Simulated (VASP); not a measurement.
Crystal: BN.

```xyz
4
Lattice="2.4982 0.0000 0.0000 -1.2491 2.1635 0.0000 0.0000 0.0000 6.6357" Properties=species:S:1:pos:R:3 pbc="T T T"
N     1.2491    0.7212    1.6589
N     0.0000    1.4424    4.9768
B     1.2491    0.7212    4.9768
B     0.0000    1.4424    1.6589
```

Program: VASP 6.6.1. Alike in all runs: task band structure; no spin polarisation; cell as given; k mesh 12 × 12 × 4; cutoff (eV) 520; smearing gaussian 0.02 eV.

**Question.** Order these runs on this cell by their band gap on the k mesh, lowest first.
A. level r2SCAN; potentials or basis VASP PAW PBE potentials, release 64 (N, B)
B. level TB-mBJ; potentials or basis VASP PAW PBE potentials, release 64 (N, B)
C. level LDA; potentials or basis VASP PAW LDA potentials, release 64 (N, B)

**Answer.** C (4.09 eV), A (4.89 eV), B (6.04 eV).

A k mesh can miss the band edges.

Runs at the PBE level aren't shown here.
